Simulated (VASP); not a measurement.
Method: LDA (Ceperley-Alder, Perdew-Zunger), VASP's LDA PAW potentials (set 64) (plane waves; VASP).

A VASP calculation is set up with these files.

### KPOINTS
```
Automatic mesh
0
Gamma
3 3 3
0 0 0
```

**INCAR**
```
! general
SYSTEM  = CeO2
PREC    = Accurate
ENCUT   = 400
LREAL   = .False.
LASPH   = .True.

! electronic loop
EDIFF   = 1E-6
NELM    = 100
ALGO    = Normal
LMAXMIX = 6

! smearing
ISMEAR  = -1
SIGMA   = 0.05

! ions
ISIF    = 2

! output
LWAVE   = .False.
LCHARG  = .False.
```

POSCAR:
```
CeO2
5.5230680
  0.0000000000   0.5000000000   0.5000000000
  0.5000000000   0.0000000000   0.5000000000
  0.5000000000   0.5000000000   0.0000000000
Ce O
1 2
Direct
  0.0000000000   0.0000000000   0.0000000000
  0.2500000000   0.2500000000   0.2500000000
  0.7500000000   0.7500000000   0.7500000000
```

POTCAR, in this order: Ce O (LDA.64 set). Program: vasp_std.

At this cut-off the stress carries a Pulay error, which pulls relaxed volumes low.

**Question.** Predict the energy per atom (σ→0), pressure.

**Answer.** 
```yaml
energy per atom (σ→0): -9.570 eV/atom
pressure: -19.84 GPa
```

**OSZICAR**
```
...
DAV:  35    -0.287125726290E+02   -0.19238E-02   -0.21584E-02   184   0.119E+00    0.140E+01
DAV:  36    -0.287102728917E+02    0.22997E-02   -0.37457E-02   184   0.144E+00    0.655E+00
DAV:  37    -0.287100683275E+02    0.20456E-03   -0.10443E-03   200   0.270E-01    0.292E+00
DAV:  38    -0.287100133285E+02    0.54999E-04   -0.45723E-04   184   0.170E-01    0.598E-01
DAV:  39    -0.287100149518E+02   -0.16233E-05   -0.87682E-05   192   0.696E-02    0.815E-01
DAV:  40    -0.287100084445E+02    0.65073E-05   -0.41479E-05   200   0.524E-02    0.369E-02
DAV:  41    -0.287100086626E+02   -0.21803E-06   -0.24673E-06   112   0.130E-02
   1 F= -.28710009E+02 E0= -.28710009E+02  d E =-.201058E-07
```

The structure is a typed CeO2 crystal. The cell was not relaxed at this level. The k-mesh is coarse (spacing up to 0.66 per Å, 2π included), so the numbers may not be converged in it. The run is one of a series of settings (KPOINTS 3×3×3 Γ-centred mesh against the base run), some of them coarse on purpose. The run is not spin-polarised, so no magnetic state was tried.
